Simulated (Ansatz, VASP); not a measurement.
# One calculation of Pt2F, two programs

```
Pt F
1.0
     0.00000    2.85243    2.85243
     2.85243    0.00000    2.85243
     2.85243    2.85243    0.00000
Pt F
2 1
Direct
  0.25000 0.25000 0.25000
  0.75000 0.75000 0.75000
  0.00000 0.00000 0.00000
```

The cell was built by a generator and needn't be a form met in nature.

Alike in both runs: task single point; functional HSE(alpha, omega); k mesh 4 × 4 × 4; occupations fermi-dirac, width 0.05 eV; no spin polarisation.

|  | VASP | Ansatz |
| --- | --- | --- |
| version | VASP 6.6.1 | Ansatz 0.2.0 |
| potentials or method | VASP PAW PBE potentials, release 64 (Pt, F) | Ansatz PAW |
| plane-wave cutoff (eV) | 520 | 420 |
| valence electrons in the cell | 27 | 43 |

```csv
,VASP,Ansatz,Ansatz less VASP
gap on the k mesh at the Fermi level (eV),none,none,-
pressure (GPa),-3.1,-3.2,-0.03
```

A gap of «none» marks a metal or a gap that the smearing closes. The two sets of potentials don't hold the same shells in valence.

Caveats: the k mesh is coarse (spacing up to 0.48 Å⁻¹), so the values aren't converged, least of all with exact exchange; an odd number of electrons without spin polarisation forces a metal; a magnetic or distorted state may lie lower; the PAW data sets were made with another functional, which shifts forces and pressure a little (VASP); the PAW data sets come from PBE, with cores solved anew for the run's functional, which leaves a small shift of forces and pressure (Ansatz); the thresholds are loose for stress (Ansatz). The runs have no spin-orbit coupling, so splittings on Pt are missing.
